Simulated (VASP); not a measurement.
**Cu: equilibrium volume by level of theory**

```cif
data_structure
_symmetry_space_group_name_H-M 'P 1'
_symmetry_Int_Tables_number 1
_cell_length_a 2.5809
_cell_length_b 2.5809
_cell_length_c 2.5809
_cell_angle_alpha 60.000
_cell_angle_beta 60.000
_cell_angle_gamma 60.000
_cell_volume 12.16
loop_
_atom_site_label
_atom_site_type_symbol
_atom_site_fract_x
_atom_site_fract_y
_atom_site_fract_z
_atom_site_occupancy
Cu1 Cu 0.00000 0.00000 0.00000 1
```

The cell was measured well above room temperature.

```csv
rung,level,program and potentials,cutoff (eV),k mesh,smearing,equilibrium volume (Å³/atom),notes
LDA,LDA,"VASP, LDA PAW files Cu, 600 eV",600,20 × 20 × 20,gaussian 0.1,10.95,-
GGA,PBE,"VASP, PBE PAW files Cu, 600 eV",600,20 × 20 × 20,gaussian 0.1,12.00,-
GGA + dispersion,PBE+D3(BJ),"VASP, PBE PAW files Cu, 600 eV",600,20 × 20 × 20,gaussian 0.1,11.36,-
GGA,PBEsol,"VASP, PBE PAW files Cu, 480 eV",480,20 × 20 × 20,gaussian 0.1,(a),potentials made for PBE
GGA,PBEsol,"VASP, PBE PAW files Cu, 580 eV",580,20 × 20 × 20,gaussian 0.1,11.38,potentials made for PBE
GGA,PBEsol,"VASP, PBE PAW files Cu, 600 eV",600,20 × 20 × 20,gaussian 0.1,11.38,potentials made for PBE
GGA,PBEsol,"VASP, PBE PAW files Cu, 600 eV",600,8 × 8 × 8,gaussian 0.1,11.44,coarse mesh; potentials made for PBE
GGA,RPBE,"VASP, PBE PAW files Cu, 600 eV",600,20 × 20 × 20,gaussian 0.1,12.46,potentials made for PBE
```

Task: relaxation of cell and atoms. All rows: no spin polarisation. Smearing widths are in eV. For a metal such meshes aren't converged. Meshes differ between rows, which moves values too. Meshes are those of the run's cell of 1 atom unless a note names another. Relaxations start from the cell shown or near it and stop with a little pressure left. Runs on faulty files, with rough fits or with known faults for this quantity aren't shown. No row holds spin-orbit coupling.

Question: Estimate the value left out from the other rows.

Answer: (a) 11.37 Å³/atom.
